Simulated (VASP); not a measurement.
Given:

```xyz
2
Lattice="0.0000 3.2819 3.2819 3.2819 0.0000 3.2819 3.2819 3.2819 0.0000" Properties=species:S:1:pos:R:3 pbc="T T T"
Te     3.2819     3.2819     3.2819
Pb     0.0000     0.0000     0.0000
```

Computed with PBE GGA with spin-orbit coupling, VASP's PBE PAW potentials (set 64) (plane waves; VASP 6.6.1). Settings: 400 eV cut-off, 6×6×6 Γ-centred mesh, Gaussian smearing of 0.050 eV, potentials Te Pb_d.

**Question.** Predict the energy per atom (σ→0), band gap (over mesh and band path) with the smallest direct gap where there is one.

**Answer.** 
```json
{
 "band gap (over mesh and band path)": "0.12 eV",
 "smallest direct gap (over mesh and band path)": "0.12 eV",
 "energy per atom (σ→0)": "-4.024 eV/atom"
}
```

Total energies compare only between runs with the same potentials, cut-off and functional.

The compound is PbTe in the rock salt structure. It was relaxed first.
